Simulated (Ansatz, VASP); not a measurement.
# HfB2: VASP beside Ansatz

Wanted: the spread between two codes on one cell, functional and k mesh. Of the first pair: The cell is taken from a series of runs on this material, whose earlier steps may have relaxed, scaled, displaced or heated it; both programs get it as it stands.

Method: plane waves, with VASP 6.6.1 beside it; relaxation of cell and atoms at PBEsol and single point at PBEsol, in Ansatz 0.2.0.

### 1. Starting point

It takes space group P6/mmm (No. 191, hexagonal). Conventional cell: a = 3.127 Å, b = 3.127 Å, c = 3.447 Å, α = 90.00°, β = 90.00°, γ = 120.00°. Nearest to B lie 3 B at 1.81 Å and 6 Hf at 2.50 Å. Hf has 12 B at 2.50 Å nearest. Farther neighbours are not listed.

Structure file:

```cif
data_structure
_symmetry_space_group_name_H-M 'P6/mmm'
_symmetry_Int_Tables_number 191
_cell_length_a 3.1274
_cell_length_b 3.1274
_cell_length_c 3.4472
_cell_angle_alpha 90.000
_cell_angle_beta 90.000
_cell_angle_gamma 120.000
_cell_volume 29.20
loop_
_atom_site_label
_atom_site_type_symbol
_atom_site_symmetry_multiplicity
_atom_site_Wyckoff_symbol
_atom_site_fract_x
_atom_site_fract_y
_atom_site_fract_z
_atom_site_occupancy
B1 B 2 d 0.33333 0.66667 0.50000 1
Hf1 Hf 1 a 0.00000 0.00000 0.00000 1
```

### 2. Ansatz: relaxation of cell and atoms, PBEsol

Ansatz runs on its PAW soft_1 files.

The relaxed volume is the usual yardstick between codes: in a stiff, nearly cubic crystal its relative difference is about their pressure difference at one cell divided by the bulk modulus.

input.yaml reads:

```yaml
crystal:
  lattice:
    - [3.1273910949, 0.0, 0.0]
    - [-1.5636955474, 2.7084001357, 0.0]
    - [0.0, 0.0, 3.4472179595]
  atoms:
    - { symbol: B, position: [0.3333333333, 0.6666666667, 0.5] }
    - { symbol: B, position: [0.6666666667, 0.3333333333, 0.5] }
    - { symbol: Hf, position: [0.0, 0.0, 0.0] }
kpoints:
  mp_grid: { grid: [15, 15, 12] }
hamiltonian:
  xc: pbesol
  pseudopotentials: { kind: paw, azcp: { folder: soft_1 }, xc_functional: pbe }
scf:
  occupations: { method: methfessel_paxton, width: 0.2 }
output:
  forces: true
  stress: true
  eigenvalues: true
  write_density: true
  write_potential: true
  elf: true
  volumetric_format: npy
relax:
  adjacent_minimum: "off"
  f_tol: 0.001
  max_steps: 60
  cell: { stress_tol: 0.01 }
```

On the command line:

```bash
$ ansatz run input.yaml --threads 4 --pin off --max-ram 10240MiB --backend cpu --events-out ev --progress --plain --runs-dir out
```

Numbers of over 12 decimals in the logs are rounded to 6 here.

Log:

```text
Engine: ansatz 0.2.0, aarch64-unknown-linux-gnu
Pseudopotentials: kind: paw
Pseudopotential: B, paw, valence charge 3, recommended cutoff 420 eV (normal), soft_1/B.paw.azcp
Pseudopotential: Hf, paw, valence charge 26, recommended cutoff 420 eV (normal), soft_1/Hf.paw.azcp
Functional definition: PBEsol
  exchange = pbesol_x
  correlation = pbesol_c
Crystal: 3 atoms, lattice volume = 29.199 Å³
Basis set: ecut = 420 eV, 563 PW (Γ), exchange–correlation on 48×48×48 points (8 copies of the dense FFT grid, shifted against one another)
Bands: 20, of which v1, the nominal top of the filled ones, is band 16 counted from 1 (15 counted from 0)
Symmetry: 24 space group operations
Space group: P6/mmm (ITA 191), of the structure as read, at distance tolerance 3.1e-5 Å
k-points: 189 of 2700
Non-local potential: B, projectors of the file, l = 0: 2, l = 1: 2, l = 2: 1
Non-local potential: Hf, projectors of the file, l = 0: 3, l = 1: 2, l = 2: 2, l = 3: 3
PAW form: soft (Blöchl's): semilocal exchange-correlation on the pseudo side does not see the compensation charge
PAW frozen core: B, regenerated for the run's functional, and the local potential with it (the file was generated under x = pbe(κ = 0.804, μ = 0.219515), c = pbe(β = 0.066725))
PAW frozen core: Hf, regenerated for the run's functional, and the local potential with it (the file was generated under x = pbe(κ = 0.804, μ = 0.219515), c = pbe(β = 0.066725))
PAW one-centre angular grid: B, 110 points (default); XC on 64 Gauss nodes
PAW one-centre angular grid: Hf, 590 points (default); XC on 64 Gauss nodes
Initial density: superposition of atomic densities (chi_scale 0.1, normalization cell, long waves kept (reshape's long-wave potential 0.00 eV rms))
Initial wavefunctions: pseudopotential atomic-orbital guess
Functional: x = pbesol(κ = 0.804, μ = 0.123457), c = pbesol(β = 0.046)
SCF iter   1: F=—  HF=-15907.974818 eV  |F-HF|=—  |Δ(HF+E_count)|=         —  Δρ=6.48e-2  dr2=1.90e0  ethr=3.10e-3  ⟨swp⟩=4.1  Hψ=14772  notcnv=0
preconditioner: auto → none  [metal: Δε(μ)=0.036 eV  Ē_g=16.665 eV  σ=0.200 eV  W_gap=0.15  n_scr=8 (ndim 8)  ℏωp=37.6 eV  f_vac=0.000  D(μ)=0.24/eV (n_scr^D=0)  sad-step TF]
SCF iter   2: F=—  HF=-15907.570806 eV  |F-HF|=—  |Δ(HF+E_count)|=   4.04e-1  S|Δr|=    0.00e0  Δρ=3.44e-2  dr2=5.54e-1  ethr=3.10e-3  ⟨swp⟩=3.0  Hψ=8066  notcnv=0
SCF iter   3: F=—  HF=-15907.442393 eV  |F-HF|=—  |Δ(HF+E_count)|=   1.28e-1  S|Δr|=    0.00e0  Δρ=1.14e-2  dr2=2.60e-2  ethr=1.73e-3  ⟨swp⟩=2.1  Hψ=7888  notcnv=0
SCF iter   4: F=—  HF=-15907.380234 eV  |F-HF|=—  |Δ(HF+E_count)|=   6.22e-2  S|Δr|=    0.00e0  Δρ=2.93e-3  dr2=1.21e-3  ethr=8.13e-5  ⟨swp⟩=2.2  Hψ=7423  notcnv=0
SCF iter   5: F=—  HF=-15907.383417 eV  |F-HF|=—  |Δ(HF+E_count)|=   3.18e-3  S|Δr|=    0.00e0  Δρ=7.99e-4  dr2=2.35e-4  ethr=3.79e-6  ⟨swp⟩=2.0  Hψ=6934  notcnv=0
SCF iter   6: F=—  HF=-15907.383237 eV  |F-HF|=—  |Δ(HF+E_count)|=   1.80e-4  S|Δr|=    0.00e0  Δρ=1.26e-4  dr2=8.87e-6  ethr=7.35e-7  ⟨swp⟩=2.0  Hψ=6803  notcnv=0
SCF iter   7: F=—  HF=-15907.383230 eV  |F-HF|=—  |Δ(HF+E_count)|=   6.18e-6  S|Δr|=    0.00e0  Δρ=2.88e-5  dr2=2.56e-7  ethr=2.77e-8  ⟨swp⟩=2.6  Hψ=6563  notcnv=0
SCF iter   8: F=-15907.383230 eV  HF=-15907.383230 eV  |F-HF|=4.15e-10  |Δ(HF+E_count)|=   9.06e-8  S|Δr|=    0.00e0  Δρ=2.57e-6  dr2=7.22e-10  ethr=3.13e-10  ⟨swp⟩=9.2  Hψ=27212  notcnv=0
SCF 1 converged in 8 iterations: F = -15907.383230 eV  dr2 = 7.22e-10
  greatest PAW one-centre occupation: 0.998 electrons in one spin orbital (limit 2), on the Hf atom at site 2 (counted from 0), in its partial waves of l = 0
relax step   1: F+E_penalty+E_count = -15907.38323030 eV  Δ(F+E_penalty+E_count) = +0.000e0 eV  max|allowed force component| = 1.110e-16 eV/Å  Δτ_max = 0.0000 Å  P = -0.043 GPa  Ω = 29.199 Å³  (8 SCF iters, dr2 threshold 1.00e-7 eV, accepted)
[...]
relax step   2: F+E_penalty+E_count = -15907.38323541 eV  Δ(F+E_penalty+E_count) = -5.110e-6 eV  max|allowed force component| = 2.961e-16 eV/Å  Δτ_max = 0.0000 Å  P = +0.006 GPa  Ω = 29.193 Å³  energy of the carried Pulay correction = +4.429e-6 eV  (3 SCF iters, dr2 threshold 6.58e-9 eV, accepted)
[...]
relax step   3: F+E_penalty+E_count = -15907.38323485 eV  Δ(F+E_penalty+E_count) = +5.608e-7 eV  max|allowed force component| = 4.934e-17 eV/Å  Δτ_max = 0.0000 Å  P = -0.000 GPa  Ω = 29.194 Å³  energy of the carried Pulay correction = +3.845e-6 eV  (3 SCF iters, dr2 threshold 3.43e-10 eV, accepted)
[...]
relax step   4: F+E_penalty+E_count = -15907.38323305 eV  Δ(F+E_penalty+E_count) = +1.793e-6 eV  max|allowed force component| = 1.419e-16 eV/Å  Δτ_max = 0.0000 Å  P = -0.001 GPa  Ω = 29.194 Å³  stress off target by 3.40e-3 GPa  SCF on the basis re-selected at this cell (its energy is not comparable with the rows above)  (4 SCF iters)
basis re-selected at this cell: Δ(F+E_penalty+E_count) = +1.793e-6 eV, ΔP = -0.000 GPa vs the last step (what re-selecting the basis moved, of the pressure what is left beyond the Pulay correction that the steps carried, after the strain that the cell walked since its last selection, with what the two solves' SCF thresholds leave and, on support functions, any second-order correction that the steps lacked; it is no m [...]
SCF converged after 4 iterations
Stability not checked: this state was not tested for a lower state beside it, because cold or Methfessel-Paxton smearing, or corrected tetrahedra, fill the levels in a way that the test cannot read (fill_not_monotonic; see scf.lower_state_search)
Free energy (F): -15907.383233 eV
Harris-Foulkes:  -15907.383233 eV  (|F-HF|=1.82e-12)
Internal energy: -15907.383642 eV  (E = F + TS)
E sigma→0 (E₀):  -15907.383335 eV
Entropy (-TS):   0.000409 eV (0.136 meV/atom)
Fermi energy:    19.422278 eV
--- Per-component energies (eV) ---
  E_band       = 95.192107
  E_kinetic    = 512.786704
  E_local      = -6474.803889  (includes V_loc(G=0)·N_el)
  E_nonlocal   = 82.035963
  E_hartree    = 3190.235717
  E_xc         = -332.862532
  E_vxc        = -335.787462  (∫ρ·V_xc dr)
  E_paw        = -7727.534815  (= ΣΔE_a)
  E_vpaw       = -69.510769  (= ΣTr[D̂ρ^β])
  E_aug_tail   = 0.000119  (compensation charges beyond the density's cutoff)
  E_ewald      = -5158.521387
  E_core_change = 1.280478  (= ΣΔE_core)
  E_smearing   = 0.000409  (= −TS)
  E_closure    = 0.000000  (closes the sum)
  Σ components = -15907.383233   (vs F -15907.383233, Δ=0.00e0)
--- Forces (eV/Å), atoms counted from 1 ---
  atom   1  B     -0.00000000    -0.00000000     0.00000000
  atom   2  B      0.00000000     0.00000000     0.00000000
  atom   3  Hf     0.00000000    -0.00000000     0.00000000
  max |Σ_I F_I| component: 1.85e-17 eV/Å
--- Stress (GPa, compression-positive) ---
        0.000851       0.000000      -0.000000
        0.000000       0.000851      -0.000000
       -0.000000      -0.000000      -0.003396
  P = ⅓ Tr σ = -0.0006 GPa (-0.006 kbar)
--- Band table (eV; the first three rows and the last of 189) ---
  k-point 0: bands = [... 12 lower, 16.3324, 16.4234, 16.4234, 16.7511, 23.4497, 23.4497, 24.1758, 24.1758]
  k-point 1: bands = [... 12 lower, 15.4580, 16.4973, 16.4973, 17.5857, 22.5962, 22.5962, 23.9264, 23.9264]
  k-point 2: bands = [... 12 lower, 14.3692, 16.7158, 16.7158, 18.5817, 21.5719, 21.5719, 23.2727, 23.2727]
  k-point 188: bands = [... 12 lower, 10.2539, 13.9088, 16.2229, 16.2229, 23.9838, 24.8681, 26.5083, 26.5083]
--- Relaxed structure (3 steps of the walk, 3 accepted, 1 SCFs on fresh bases) ---
  F+E_penalty+E_count = -15907.38323305 eV   max|allowed force component| = 1.419e-16 eV/Å   (the final SCF, on the basis selected at the relaxed cell)
  cell:  # Å, volume = 29.1942 Å³
    - [3.127156, -2.886527074630469e-11, 0]
    - [-1.563578, 2.708197, 0]
    - [0, 0, 3.447199]
  atoms:
    - { symbol: B, position: [0.333333, 0.666667, 0.5] }
    - { symbol: B, position: [0.666667, 0.333333, 0.5] }
    - { symbol: Hf, position: [0, 0, 0] }
```

In the SCF lines HF is the Harris–Foulkes energy and dr2 the Hartree energy of the density residual, in eV; the loop may stop once dr2 is under the threshold and the program's other checks hold. Hψ counts applications of the Hamiltonian.

### 3. VASP: relaxation of cell and atoms, PBEsol

The same cell, functional, mesh and smearing now go to VASP, with its own data sets.

Lines of VASP's logs that name or quote its potential files are left out, and so is its time.

INCAR reads:

```
SYSTEM = HfB2
PREC = Accurate
ENCUT = 500
EDIFF = 1E-07
NELM = 120
ISMEAR = 1
SIGMA = 0.2
LREAL = .FALSE.
ALGO = Normal
GGA = PS
NBANDS = 14
LASPH = .TRUE.
LORBIT = 11
LWAVE = .FALSE.
LCHARG = .FALSE.
ISIF = 3
IBRION = 2
NSW = 80
EDIFFG = -0.005
GGA_COMPAT = .FALSE.
NELMIN = 4
KPAR = 2
```

POSCAR reads:

```
HfB2
1.0
    3.1273910000      0.0000000000      0.0000000000
   -1.5636960000      2.7084000000      0.0000000000
    0.0000000000      0.0000000000      3.4472180000
B Hf
2 1
Direct
    0.3333333333      0.6666666667      0.5000000000
    0.6666666667      0.3333333333      0.5000000000
    0.0000000000      0.0000000000      0.0000000000
```

KPOINTS reads:

```
Automatic mesh
0
Gamma
15 15 12
0 0 0
```

PAW data sets: B and Hf_pv (PBE family, release 64).

On the command line:

```bash
$ mpirun -np 2 vasp_std
```

Log:

```text
[banner, memory and clock lines left out]
running    2 mpi-ranks, on    1 nodes
 distrk:  each k-point on    1 cores,    2 groups
 distr:  one band on    1 cores,    1 groups

 POSCAR found type information on POSCAR B Hf
 POSCAR found :  2 types and       3 ions
|                                                                             |
|               ----> ADVICE to this user running VASP <----                  |
|                                                                             |
|     You enforced a specific xc type in the INCAR file but a different       |
|     [... a line on the potential file left out ...]
|     I HOPE YOU KNOW WHAT YOU ARE DOING!                                     |
|                                                                             |

 LDA part: xc-table for (Slater+PW92), standard interpolation
 POSCAR, INCAR and KPOINTS ok, starting setup
 FFT: planning ... GRIDC
 FFT: planning ... GRID_SOFT
 FFT: planning ... GRID
 WAVECAR not read
 entering main loop
       N       E                     dE             d eps       ncg     rms          rms(c)
DAV:   1     0.251042536451E+02    0.25104E+02   -0.79187E+03  5292   0.105E+03
DAV:   2    -0.285767297473E+02   -0.53681E+02   -0.50431E+02  6826   0.223E+02
DAV:   3    -0.300695696210E+02   -0.14928E+01   -0.14818E+01  7116   0.277E+01
DAV:   4    -0.300767700905E+02   -0.72005E-02   -0.71993E-02  6102   0.231E+00
DAV:   5    -0.300768167658E+02   -0.46675E-04   -0.46670E-04  7020   0.161E-01    0.552E+01
DAV:   6    -0.279843506366E+02    0.20925E+01   -0.32164E+00  6384   0.124E+01    0.399E+01
DAV:   7    -0.279400515794E+02    0.44299E-01   -0.11338E+00  6708   0.760E+00    0.107E+01
DAV:   8    -0.278696710885E+02    0.70380E-01   -0.32015E-01  6354   0.416E+00    0.160E+00
DAV:   9    -0.278653695787E+02    0.43015E-02   -0.24887E-02  6222   0.125E+00    0.412E-01
DAV:  10    -0.278651407694E+02    0.22881E-03   -0.95468E-04  6558   0.260E-01    0.255E-01
DAV:  11    -0.278651476147E+02   -0.68453E-05   -0.64164E-05  6504   0.615E-02    0.903E-02
DAV:  12    -0.278651453236E+02    0.22911E-05   -0.41517E-06  6192   0.159E-02    0.167E-02
DAV:  13    -0.278651454366E+02   -0.11299E-06   -0.24724E-07  6370   0.402E-03    0.243E-03
DAV:  14    -0.278651454477E+02   -0.11098E-07   -0.26798E-08  2910   0.138E-03
   1 F= -.27865145E+02 E0= -.27865267E+02  d E =-.278651E+02
[...]
2 F= -.27865162E+02 E0= -.27865287E+02  d E =-.166855E-04
[...]
3 F= -.27865165E+02 E0= -.27865289E+02  d E =-.199903E-04
 curvature:  -0.35 expect dE=-0.305E-05 dE for cont linesearch -0.424E-08
 trial: gam= 0.17280 g(F)=  0.126E-44 g(S)=  0.868E-05 ort =-0.814E-06 (trialstep = 0.943E+00)
 search vector abs. value=  0.100E-04
 bond charge predicted
       N       E                     dE             d eps       ncg     rms          rms(c)
DAV:   1    -0.278651763572E+02   -0.10822E-04   -0.45085E-04  5646   0.175E-01    0.672E-02
DAV:   2    -0.278651696648E+02    0.66924E-05   -0.13212E-05  6162   0.322E-02    0.263E-02
DAV:   3    -0.278651666099E+02    0.30549E-05   -0.45002E-06  6252   0.173E-02    0.151E-02
DAV:   4    -0.278651664131E+02    0.19679E-06   -0.24121E-07  5920   0.407E-03    0.116E-02
DAV:   5    -0.278651662466E+02    0.16648E-06   -0.48297E-08  3096   0.163E-03    0.297E-03
DAV:   6    -0.278651662049E+02    0.41763E-07   -0.79840E-09  2676   0.680E-04
   4 F= -.27865166E+02 E0= -.27865291E+02  d E =-.766886E-06
 trial-energy change:   -0.000001  1 .order   -0.000001   -0.000008    0.000006
 step:   0.5092(harm=  0.5557)  dis= 0.00000  next Energy=   -27.865168 (dE=-0.210E-05)
 reached required accuracy - stopping structural energy minimisation
```

Parts of OUTCAR (step 3):

```text
ion  position               nearest neighbor table
   1  0.333  0.667  0.500-   2 1.81   2 1.81   2 1.81   3 2.50   3 2.50   3 2.50   3 2.50   3 2.50
                             3 2.50
   2  0.667  0.333  0.500-   1 1.81   1 1.81   1 1.81   3 2.50   3 2.50   3 2.50   3 2.50   3 2.50
                             3 2.50
   3  0.000  0.000  0.000-   2 2.50   2 2.50   1 2.50   1 2.50   2 2.50   2 2.50   1 2.50   1 2.50
                             1 2.50   2 2.50   1 2.50   2 2.50

  LATTYP: Found a hexagonal cell.
 ALAT       =     3.1273910000
 C/A-ratio  =     1.1022663939

 Subroutine GETGRP returns: Found 24 space group operations
 (whereof 24 operations were pure point group operations)

The static configuration has the point symmetry D_6h.

 Found    189 irreducible k-points:

   k-points           NKPTS =    189   k-points in BZ     NKDIM =    189   number of bands    NBANDS=     14

   dimension x,y,z NGX =    24 NGY =   24 NGZ =   28
   dimension x,y,z NGXF=    48 NGYF=   48 NGZF=   56

   ENCUT  =  500.0 eV  36.75 Ry    6.06 a.u.   5.70  5.70  6.29*2*pi/ulx,y,z

   NELECT =      16.0000    total number of electrons

 k-points in reciprocal lattice and weights: Automatic mesh
   0.00000000  0.00000000  0.00000000       0.000
   0.06666667  0.00000000  0.00000000       0.002
   0.13333333  0.00000000  0.00000000       0.002
   0.20000000  0.00000000  0.00000000       0.002
   0.26666667  0.00000000  0.00000000       0.002
   0.33333333  0.00000000  0.00000000       0.002
   0.40000000  0.00000000  0.00000000       0.002
   0.46666667  0.00000000  0.00000000       0.002
   0.06666667  0.06666667  0.00000000       0.002
[...]
0.33333333  0.26666667  0.50000000       0.004
   0.33333333  0.33333333  0.50000000       0.001

 average (electrostatic) potential at core
       1 -25.0294       2 -25.0294       3 -33.9107

 E-fermi :   7.6997

 k-point     1 :       0.0000    0.0000    0.0000
  band No.  band energies     occupation
    ...
      4      -6.1319      2.00000
      5       4.6250      2.00000
      6       4.7339      2.00000
      7       4.7339      2.00000
      8       4.9854      2.00000
      9      11.7688      0.00000
     10      11.7688      0.00000
     11      12.4889      0.00000
     12      12.4889      0.00000
     13      12.7315      0.00000
    ...

 k-point     2 :       0.0667    0.0000    0.0000
  band No.  band energies     occupation
    ...
      4      -6.0334      2.00000
      5       4.4572      2.00000
      6       4.7239      2.00000
      7       4.7323      2.00000
      8       4.8933      2.00000
      9      11.5745     -0.00000
     10      11.6989     -0.00000
     11      11.8799      0.00000
     12      11.9036      0.00000
     13      13.1201      0.00000
    ...

 k-point     3 :       0.1333    0.0000    0.0000
  band No.  band energies     occupation
    ...
      4      -5.7454      2.00000
      5       3.7528      2.00000
      6       4.6551      2.00000
      7       4.7146      2.00000
      8       4.9820      2.00000
      9      10.5885     -0.00000
     10      11.4944     -0.00000
     11      11.5097     -0.00000
     12      12.1348      0.00000
     13      13.6578      0.00000
    ...

  Total       -0.0045549     -0.0045549     -0.0141548      0.0000000     -0.0000000     -0.0000000
  in kB       -0.2499508     -0.2499508     -0.7767526      0.0000000     -0.0000000     -0.0000000
  external PRESSURE =      -0.4255514 kB  Pullay stress =       0.0000000 kB

  energy-cutoff  :      500.00
  volume of cell :       29.20
      direct lattice vectors                 reciprocal lattice vectors
     3.126181708  0.000000000 -0.000000000     0.319879039  0.184682312 -0.000000000
    -1.563091354  2.707352722 -0.000000000    -0.000000000  0.369364506 -0.000000000
     0.000000000  0.000000000  3.449621487     0.000000000  0.000000000  0.289886877

 POSITION                                       TOTAL-FORCE (eV/Angst)
 -----------------------------------------------------------------------------------
     -0.00000      1.80490      1.72481         0.000000      0.000000     -0.000000
      1.56309      0.90245      1.72481         0.000000     -0.000000      0.000000
      0.00000      0.00000      3.44962        -0.000000      0.000000      0.000000
 -----------------------------------------------------------------------------------
    total drift:                               -0.000000      0.000000      0.000000

  FREE ENERGIE OF THE ION-ELECTRON SYSTEM (eV)
  ---------------------------------------------------
  free  energy   TOTEN  =       -27.8651662049 eV

  energy  without entropy=      -27.8655416534  energy(sigma->0) =      -27.86529135

 reached required accuracy - stopping structural energy minimisation

 total charge
# of ion       s       p       d       tot
------------------------------------------
    1        0.664   1.285   0.000   1.949
    2        0.664   1.285   0.000   1.949
    3        0.304   6.610   1.885   8.799
--------------------------------------------------
tot          1.632   9.180   1.885  12.697

[... 3 further parts left out ...]
```

CONTCAR:

```
HfB2
   1.00000000000000
     3.1261817078395455    0.0000000002233173   -0.0000000000000000
    -1.5630913535330355    2.7073527222189431   -0.0000000000000000
     0.0000000000000000    0.0000000000000000    3.4496214869367541
  B               Hf
     2     1
Direct
     0.3333333332999970    0.6666666667000030    0.5000000000000000
     0.6666666667000030    0.3333333332999970    0.5000000000000000
     0.0000000000000000    0.0000000000000000    1.0000000000000000
```

### 4. Side by side

Known differences besides the potentials themselves: the data sets hold 32 valence electrons in Ansatz (on its PAW soft_1 files) and 16 in VASP; the cutoff is 420 eV in Ansatz and 500 eV in VASP; Ansatz makes its cores anew for this functional, VASP keeps those of its PBE data sets; Ansatz adds a Pulay correction to the stress that steers its cell, VASP none. Total energies have different zeros and are not compared.

Compared:

```
                                         quantity  Ansatz   VASP  difference
                                      volume (Å³)   29.19  29.20     -0.01 %
edge a after relaxation, in the typed setting (Å)   3.127  3.126     +0.03 %
edge c after relaxation, in the typed setting (Å)   3.447  3.450     -0.07 %
```

[end of part 1 of 2]

[Lines on the potential files, build, host, timing and source positions are cut from VASP's logs without a mark.]

[Logs are printed without paths, hosts, clocks, repeated set-up lines and the standing remarks that a program may print on its own settings, such as how far it seeks lower states.]

[Hosts, paths, dates, database ids (printed as entryN), source tags and the programs' standing remarks are cut or masked in the printed files.]
